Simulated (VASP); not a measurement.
Given:

```
PbF2
1.0
    0.00000     3.04053     2.95468
    2.95554     0.00000     2.95468
    2.95554     3.04053     0.00000
Pb F
1 2
Direct
  0.00000   0.00000   0.00000
  0.25000   0.25000   0.25000
  0.74033   0.75967   0.75967
```

These are PBE GGA, VASP's PBE PAW potentials (set 64) (plane waves; VASP 6.6.1) values and carry that method's errors. Numerical set-up: PREC = Low, 520 eV cut-off, 6×6×6 Γ-centred mesh, Gaussian smearing of 0.050 eV, potentials Pb_d F.

Question: Give the force on each atom (eV/Å).

Answer: 
| atom | Fx | Fy | Fz |
|---|---|---|---|
| Pb1 | 0.034 | 0.000 | 0.000 |
| F2 | 0.099 | 0.000 | 0.000 |
| F3 | -0.133 | 0.000 | 0.000 |

Question: Give the stress tensor in GPa (positive for a compressed cell).

Answer: 
```
1.57  0.00  0.00
0.00  0.07  0.46
0.00  0.46  1.56
```
The pressure is its mean diagonal, 1.07 GPa.

The compound is PbF2 in the fluorite structure, the β form. The cell was not relaxed at this level, atoms are displaced from their ideal sites. The run is one of a series of settings (PREC = Low against the base run), some of them coarse on purpose.
